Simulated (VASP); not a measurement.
An input for Ansatz (written as the equivalent of a VASP run, and not itself run):

Ansatz 0.2 input:
```yaml
crystal:
  lattice:
    - [3.1348470, 0.0000000, 0.0000000]
    - [-1.5674240, 2.7148570, 0.0000000]
    - [0.0000000, 0.0000000, 5.0269940]
  atoms:
    - { symbol: Al, position: [0.6666670, 0.3333330, 0.4992900] }
    - { symbol: Al, position: [0.3333330, 0.6666670, 0.9992900] }
    - { symbol: N, position: [0.6666670, 0.3333330, 0.8807100] }
    - { symbol: N, position: [0.3333330, 0.6666670, 0.3807100] }
kpoints:
  mp_grid: { grid: [12, 12, 7] }
hamiltonian:
  xc: pbe
  pseudopotentials: { kind: paw }
scf:
  occupations: { method: gaussian, width: 0.01 }
  max_iter: 100
output: { forces: true, stress: true, eigenvalues: true }
```

Q: Write the VASP files for the same calculation (PBE).

A: Several could match; the one computed here: 
**POSCAR**
```
AlN
1
    3.1348470000     0.0000000000     0.0000000000
   -1.5674240000     2.7148570000     0.0000000000
    0.0000000000     0.0000000000     5.0269940000
Al N
2 2
Direct
  0.6666670000   0.3333330000   0.4992900000
  0.3333330000   0.6666670000   0.9992900000
  0.6666670000   0.3333330000   0.8807100000
  0.3333330000   0.6666670000   0.3807100000
```

**KPOINTS**
```
Automatic mesh
0
Gamma
 12 12 7
0 0 0
```

### INCAR
```
# general
SYSTEM  =  AlN
PREC    =  Accurate
ENCUT   =  400
LREAL   =  .False.   # projection in real space or not
LASPH   =  .True.   # aspherical one-centre terms

# electronic loop
EDIFF   =  1E-6   # SCF stop (eV)
NELM    =  100
ALGO    =  Normal

# smearing
ISMEAR  =  0
SIGMA   =  0.01

# functional
GGA     =  PE   # PBE

# ions
ISIF    =  2

# output
LWAVE   =  .False.
LCHARG  =  .False.
```

POTCAR, in this order: Al N (PBE.64 set). Program: vasp_std.

Limits of the translation: each code has its own PAW files, so the cut-off isn't converted (ENCUT is set for VASP's; basis.ecutwfc is left out, and Ansatz then takes the one that its files recommend); Ansatz stops its SCF on the density residual and VASP on the energy change (EDIFF).

The structure comes from a computed database's AlN entry; how it stands against other phases isn't given here. The cell was not relaxed at this level.
